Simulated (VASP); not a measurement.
An input for Ansatz (written as the equivalent of a VASP run, and not itself run):

Ansatz 0.2 input:
```yaml
crystal:
  lattice:
    - [3.6890897, 0.0000000, 0.0000000]
    - [0.0000000, 3.6890897, 0.0000000]
    - [0.0000000, 0.0000000, 3.6890897]
  atoms:
    - { symbol: Al, position: [0.0000000, 0.0000000, 0.0000000] }
    - { symbol: N, position: [0.5000000, 0.5000000, 0.5000000], spin: 0.1 }
    - { symbol: Co, position: [0.0000000, 0.5000000, 0.5000000], spin: 0.8 }
    - { symbol: Co, position: [0.5000000, 0.5000000, 0.0000000], spin: 0.8 }
    - { symbol: Co, position: [0.5000000, 0.0000000, 0.5000000], spin: 0.8 }
kpoints:
  mp_grid: { grid: [8, 8, 8] }
hamiltonian:
  xc: pbesol
  pseudopotentials: { kind: paw }
magnetization: { spin_polarized: true }
scf:
  occupations: { method: methfessel_paxton, width: 0.1 }
  max_iter: 100
output: { forces: true, stress: true, eigenvalues: true }
```

Write the VASP files for the same calculation (PBEsol).

Several could match; the one computed here: 
### INCAR
```
! general
SYSTEM  = AlCo3N
PREC    = Accurate
ENCUT   = 600
LREAL   = .FALSE.   ! projection in real space or not
LASPH   = .TRUE.

! electronic loop
EDIFF   = 1E-7   ! SCF stop (eV)
NELM    = 100   ! most electronic steps
ALGO    = Normal   ! blocked Davidson
LMAXMIX = 4   ! l cut-off of mixed one-centre charges

! smearing
ISMEAR  = 1   ! Methfessel-Paxton
SIGMA   = 0.1   ! width (eV)

! functional
GGA     = PS   ! PBEsol

! spin
ISPIN   = 2   ! spin-polarised
MAGMOM  = -0.0 0.1 3*0.8

! ions
ISIF    = 2   ! forces and stress, cell fixed

! output
LWAVE   = .FALSE.
LCHARG  = .FALSE.
LORBIT  = 10
```

KPOINTS:
```
Automatic mesh
0
Gamma
8 8 8
0 0 0
```

File POSCAR:
```
AlCo3N
1
    3.6890897074     0.0000000000     0.0000000000
    0.0000000000     3.6890897074    -0.0000000000
    0.0000000000     0.0000000000     3.6890897074
Al N Co
1 1 3
Direct
  0.0000000000   0.0000000000   0.0000000000
  0.5000000000   0.5000000000   0.5000000000
  0.0000000000   0.5000000000   0.5000000000
  0.5000000000   0.5000000000   0.0000000000
  0.5000000000   0.0000000000   0.5000000000
```

POTCAR, in this order: Al N Co (PBE.64 set). Program: vasp_std.

The two are equivalent in intent, not identical: each code has its own PAW files, so the cut-off isn't converted (ENCUT is set for VASP's; basis.ecutwfc is left out, and Ansatz then takes the one that its files recommend); Ansatz stops its SCF on the density residual and VASP on the energy change (EDIFF).

The structure was generated: AlCo3N was put into the cubic-perovskite type (Pm-3m), which need not be its known phase. It was relaxed first.
